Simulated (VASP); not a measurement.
Data:

```
CELL_PARAMETERS angstrom
     -2.15179     2.15179     2.15179
      2.15179    -2.15179     2.15179
      2.15179     2.15179    -2.15179
ATOMIC_POSITIONS crystal
  Na 0.00000 0.00000 0.00000
```

Method: TPSS meta-GGA, VASP's PBE PAW potentials (set 64) (plane waves; VASP). Settings: 520 eV cut-off, 12×12×12 Γ-centred mesh, first-order Methfessel-Paxton smearing of 0.10 eV, potentials Na_pv.

Predict the energy per atom (σ→0), band gap (on the k-mesh) with the smallest direct gap where there is one.

```yaml
band gap (on the k-mesh): none (metal, semimetal or under 0.01 eV)
energy per atom (σ→0): -4.757 eV/atom
```

Only differences to runs with the same potentials and settings are physical.

The compound is Na in the bcc structure. This cell is one point of a volume scan, at 1.06 of the reference volume.
